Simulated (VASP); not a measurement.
Given:

```yaml
crystal:
  lattice:
    - [-1.60500, 1.60500, 3.91500]
    - [1.60500, -1.60500, 3.91500]
    - [1.60500, 1.60500, -3.91500]
  atoms:
    - { symbol: Si, position: [0.66500, 0.66500, 0.00000] }
    - { symbol: Si, position: [0.33500, 0.33500, 0.00000] }
    - { symbol: W, position: [0.00000, 0.00000, 0.00000] }
```

Computed with PBE GGA, VASP's PBE PAW potentials (set 64) (plane waves; VASP). Settings: 400 eV cut-off, 10×10×10 Γ-centred mesh, first-order Methfessel-Paxton smearing of 0.10 eV, potentials Si W_sv.

Problem. Give the force on each atom (eV/Å).

Solution. 
| atom | Fx | Fy | Fz |
|---|---|---|---|
| Si1 | 0.000 | 0.000 | 0.082 |
| Si2 | 0.000 | 0.000 | -0.082 |
| W3 | 0.000 | 0.000 | 0.000 |

Problem. Give the stress tensor in GPa (positive for a compressed cell).

Solution. 
```
4.06  0.00  0.00
0.00  4.06  0.00
0.00  0.00  3.69
```
The pressure is its mean diagonal, 3.93 GPa.

The compound is WSi2 in the MoSi2 type structure. The cell was not relaxed at this level.
